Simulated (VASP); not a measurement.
A VASP calculation is set up with these files.

POSCAR:
```
PtSe2
1
    1.8773090000    -3.2515950000     0.0000000000
    1.8773090000     3.2515950000     0.0000000000
    0.0000000000     0.0000000000     5.1135280000
Pt Se
1 2
Direct
  0.0000000000   0.0000000000   0.0000000000
  0.3333330000   0.6666670000   0.2550000000
  0.6666670000   0.3333330000   0.7450000000
```

**INCAR**
```
! general
SYSTEM        = PtSe2
PREC          = Accurate
ENCUT         = 300
LREAL         = .FALSE.
LASPH         = .TRUE.

! electronic loop
EDIFF         = 1E-6
NELM          = 100
ALGO          = Normal
LMAXMIX       = 6

! smearing
ISMEAR        = -1
SIGMA         = 0.01

! functional
GGA_COMPAT    = .FALSE.

! spin
MAGMOM        = 0.0 0.0 0.0 0.0 0.0 0.0 0.0 0.0 0.0
LSORBIT       = .TRUE.
LNONCOLLINEAR = .TRUE.

! ions
ISIF          = 2

! output
LWAVE         = .FALSE.
LCHARG        = .FALSE.
LORBIT        = 11
```

KPOINTS:
```
Automatic mesh
0
Gamma
8 8 5
0 0 0
```

POTCAR, in this order: Pt Se (LDA.64 set). Program: vasp_ncl.

**Question.** Write an equivalent input for Ansatz.

**Answer.** One equivalent input (not run):
Ansatz 0.2 input:
```yaml
crystal:
  lattice:
    - [1.8773090, -3.2515950, 0.0000000]
    - [1.8773090, 3.2515950, 0.0000000]
    - [0.0000000, 0.0000000, 5.1135280]
  atoms:
    - { symbol: Pt, position: [0.0000000, 0.0000000, 0.0000000] }
    - { symbol: Se, position: [0.3333330, 0.6666670, 0.2550000] }
    - { symbol: Se, position: [0.6666670, 0.3333330, 0.7450000] }
kpoints:
  mp_grid: { grid: [8, 8, 5] }
hamiltonian:
  xc: lda
  pseudopotentials: { kind: paw }
magnetization: { noncollinear: true, spin_orbit: true }
scf:
  occupations: { method: fermi_dirac, width: 0.01 }
  max_iter: 100
output: { forces: true, stress: true, eigenvalues: true }
```
Limits of the translation: each code has its own PAW files, so the cut-off isn't converted (ENCUT is set for VASP's; basis.ecutwfc is left out, and Ansatz then takes the one that its files recommend); Ansatz stops its SCF on the density residual and VASP on the energy change (EDIFF); Ansatz's lda is the Perdew-Wang form, while the LDA potentials of VASP carry Perdew-Zunger's.

The structure is a typed PtSe2 crystal (P-3m1). The cell was not relaxed at this level. The run is one of a series of settings (GGA_COMPAT = .FALSE., LNONCOLLINEAR = .TRUE., LSORBIT = .TRUE., MAGMOM = 0.0 0.0 0.0 0.0 0.0 0.0 0.0 0.0 0.0, program vasp_ncl against the base run), some of them coarse on purpose.
